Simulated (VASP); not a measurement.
# CaO (Fm-3m) in VASP: Born charges and dielectric tensor with LDA

Aim: the Born charges and dielectric tensor of CaO with LDA.

Program: VASP 6.6.1. These are calculated values, not measurements. Logs are shortened: lines on timing, memory, paths and dates and some standing lists are left out, and cuts for length are marked.

## (1) The crystal as given

Symmetry: Fm-3m, No. 225, cubic system. The conventional cell has a = 4.717 Å, b = 4.717 Å, c = 4.717 Å, α = 90.00°, β = 90.00°, γ = 90.00°. Around Ca (site symmetry m-3m) lie 6 O at 2.36 Å. O (site symmetry m-3m) has 6 Ca at 2.36 Å as nearest neighbours.

## (2) Born charges and dielectric tensor, LDA

INCAR reads:

```
SYSTEM = CaO
PREC = Accurate ; ENCUT = 600
EDIFF = 1E-8 ; ISMEAR = 0
SIGMA = 0.02 ; LREAL = .FALSE.
LASPH = .TRUE. ; NELM = 100
ALGO = Normal ; ISIF = 2
LWAVE = .FALSE. ; LCHARG = .FALSE.
LEPSILON = .TRUE. ; IBRION = 8
NSW = 1
```

KPOINTS reads:

```
Automatic mesh
0
G
  12 12 12
  0 0 0
```

POSCAR reads:

```
CaO
1.0
    0.0000000000      2.3586200000      2.3586200000
    2.3586200000      0.0000000000      2.3586200000
    2.3586200000      2.3586200000      0.0000000000
Ca O
1 1
Direct
    0.0000000000      0.0000000000      0.0000000000
    0.5000000000      0.5000000000      0.5000000000
```

Potentials or basis: VASP PAW LDA potentials, release 64 (Ca_sv, O).

On the command line:

```bash
$ cat potpaw_LDA.64/Ca_sv/POTCAR potpaw_LDA.64/O/POTCAR > POTCAR
$ mpirun -np 1 vasp_std > vasp.out
```

OUTCAR:

```text
SYSTEM = CaO
   PREC = Accurate
   ENCUT = 600
   EDIFF = 1E-8
   ISMEAR = 0
   LREAL = .FALSE.
   LASPH = .TRUE.
   NELM = 100
   ISIF = 2
   LEPSILON = .TRUE.
   IBRION = 8
   NSW = 1

 ion  position               nearest neighbor table
   1  0.000  0.000  0.000-   2 2.36   2 2.36   2 2.36   2 2.36   2 2.36   2 2.36
   2  0.500  0.500  0.500-   1 2.36   1 2.36   1 2.36   1 2.36   1 2.36   1 2.36

  LATTYP: Found a face centered cubic cell.
 ALAT       =     4.7172400000

  Lattice vectors:

 A1 = (   0.0000000000,   2.3586200000,   2.3586200000)
 A2 = (   2.3586200000,   0.0000000000,   2.3586200000)
 A3 = (   2.3586200000,   2.3586200000,   0.0000000000)

Analysis of symmetry for initial positions (statically):
=====================================================================
 Subroutine PRICEL returns:
 Original cell was already a primitive cell.

 Routine SETGRP: Setting up the symmetry group for a
 face centered cubic supercell.

 Subroutine GETGRP returns: Found 48 space group operations
 (whereof 48 operations were pure point group operations)
 out of a pool of 48 trial point group operations.

The static configuration has the point symmetry O_h .

Analysis of symmetry for dynamics (positions and initial velocities):
=====================================================================
 Subroutine PRICEL returns:
 Original cell was already a primitive cell.

 Routine SETGRP: Setting up the symmetry group for a
 face centered cubic supercell.

 Subroutine GETGRP returns: Found 48 space group operations
 (whereof 48 operations were pure point group operations)
 out of a pool of 48 trial point group operations.

The dynamic configuration has the point symmetry O_h .

 Subroutine INISYM returns: Found 48 space group operations
 (whereof 48 operations are pure point group operations),
 and found     1 'primitive' translations

[... 595 lines left out ...]

 MACROSCOPIC STATIC DIELECTRIC TENSOR (including local field effects in DFT)
 ------------------------------------------------------
           3.878591    -0.000000    -0.000000
           0.000000     3.878591     0.000000
           0.000000     0.000000     3.878591
 ------------------------------------------------------

 PIEZOELECTRIC TENSOR (including local field effects)  for field in x, y, z        (e  Angst)
          XX          YY          ZZ          XY          YZ          ZX
  --------------------------------------------------------------------------------
  x     0.00000     0.00000     0.00000     0.00000     0.00000     0.00000
  y     0.00000     0.00000     0.00000     0.00000     0.00000     0.00000
  z     0.00000     0.00000     0.00000     0.00000     0.00000     0.00000

 PIEZOELECTRIC TENSOR (including local field effects)  for field in x, y, z        (C/m^2)
          XX          YY          ZZ          XY          YZ          ZX
  --------------------------------------------------------------------------------
  x     0.00000     0.00000     0.00000     0.00000     0.00000     0.00000
  y     0.00000     0.00000     0.00000     0.00000     0.00000     0.00000
  z     0.00000     0.00000     0.00000     0.00000     0.00000     0.00000

 BORN EFFECTIVE CHARGES (including local field effects) (in |e|, cummulative output)
 ---------------------------------------------------------------------------------
 ion    1
    1     2.37516     0.00000    -0.00000
    2    -0.00000     2.37516    -0.00000
    3     0.00000    -0.00000     2.37516
 ion    2
    1    -2.37516    -0.00000     0.00000
    2     0.00000    -2.37516     0.00000
    3    -0.00000     0.00000    -2.37516

 INTERNAL STRAIN TENSOR FOR ION    2 for displacements in x,y,z  (eV/Angst):
          X           Y           Z          XY          YZ          ZX
  --------------------------------------------------------------------------------
  x     0.00000     0.00000     0.00000     0.00000     0.00000     0.00000
  y     0.00000     0.00000     0.00000     0.00000     0.00000     0.00000
  z     0.00000     0.00000     0.00000     0.00000     0.00000     0.00000

 SECOND DERIVATIVES (NOT SYMMETRIZED)
 ------------------------------------
               1X          1Y          1Z          2X          2Y          2Z
  1X    -3.670627    0.000000    0.000000    3.670627    0.000000    0.000000
  1Y     0.000000   -3.670627    0.000000    0.000000    3.670627    0.000000
  1Z     0.000000    0.000000   -3.670627    0.000000    0.000000    3.670627
  2X     3.644919    0.000000    0.000000   -3.644919    0.000000    0.000000
  2Y     0.000000    3.644919    0.000000    0.000000   -3.644919    0.000000
  2Z     0.000000    0.000000    3.644919    0.000000    0.000000   -3.644919

 Eigenvectors and eigenvalues of the dynamical matrix
 ----------------------------------------------------

   1 f  =    8.835172 THz    55.513023 2PiTHz  294.709615 cm-1    36.539319 meV
             X         Y         Z           dx          dy          dz
      0.000000  0.000000  0.000000    -0.535493    0.000000    0.000000
      2.358620  2.358620  2.358620     0.844539    0.000000    0.000000
[... 21 lines left out ...]
   6 f/i=    0.014041 THz     0.088225 2PiTHz    0.468371 cm-1     0.058071 meV
             X         Y         Z           dx          dy          dz
      0.000000  0.000000  0.000000     0.000000    0.000000    0.844539
      2.358620  2.358620  2.358620     0.000000    0.000000    0.535493

--------------------------------------------------------------------------------------------------------

 MACROSCOPIC STATIC DIELECTRIC TENSOR IONIC CONTRIBUTION
 ------------------------------------------------------
          10.634767     0.000000     0.000000
           0.000000    10.634767    -0.000000
           0.000000    -0.000000    10.634767
 ------------------------------------------------------

 ELASTIC MODULI CONTR FROM IONIC RELAXATION (kBar)
 Direction    XX          YY          ZZ          XY          YZ          ZX
 --------------------------------------------------------------------------------
 XX           0.0000      0.0000      0.0000      0.0000      0.0000      0.0000
 YY           0.0000      0.0000      0.0000      0.0000      0.0000      0.0000
 ZZ           0.0000      0.0000      0.0000      0.0000      0.0000      0.0000
 XY           0.0000      0.0000      0.0000      0.0000      0.0000      0.0000
 YZ           0.0000      0.0000      0.0000      0.0000      0.0000      0.0000
 ZX           0.0000      0.0000      0.0000      0.0000      0.0000      0.0000
 --------------------------------------------------------------------------------

 PIEZOELECTRIC TENSOR IONIC CONTR  for field in x, y, z        (C/m^2)
          XX          YY          ZZ          XY          YZ          ZX
  --------------------------------------------------------------------------------
  x     0.00000     0.00000     0.00000     0.00000     0.00000     0.00000
  y     0.00000     0.00000     0.00000     0.00000     0.00000     0.00000
  z     0.00000     0.00000     0.00000     0.00000     0.00000     0.00000
```

Wall time 13 min (1 thread of Intel Xeon Platinum 8259CL at 2.50GHz (Skylake/Cascade Lake), shared host); peak memory 0.32 GiB.

What came out:

- Band gap on the k mesh: 3.42 eV, indirect (least direct gap 3.78 eV)
- Electronic dielectric tensor (diagonal): 3.88
- Born charges (mean of the diagonal): Ca +2.38; O -2.38 e
- Highest phonon frequency at Γ, LO-TO splitting left out: 295 cm⁻¹

Levels at points of the mesh, in eV from the valence-band top:
```csv
k point,band 6,band 7,band 8,band 9,band 10,band 11
"(0.00, 0.00, 0.00)",0.00,0.00,0.00,5.03,6.24,6.24
"(0.50, 0.00, 0.00)",-2.85,-1.35,-1.35,7.22,8.61,8.61
"(0.50, 0.50, 0.00)",-1.27,-0.36,-0.36,3.42,8.45,9.20
```

Phonon frequencies in cm⁻¹ (negative: imaginary):
```
              q point        frequencies
(0.000, 0.000, 0.000)  0 0 0 295 295 295
```

Electronic dielectric tensor:
```
3.88 0.00 0.00
0.00 3.88 0.00
0.00 0.00 3.88
```

Born effective charge tensors (e):
atom 1, Ca
```
2.38 0.00 0.00
0.00 2.38 0.00
0.00 0.00 2.38
```
atom 2, O
```
-2.38  0.00  0.00
 0.00 -2.38  0.00
 0.00  0.00 -2.38
```

LDA gaps usually lie below the measured ones, often by a third to a half.
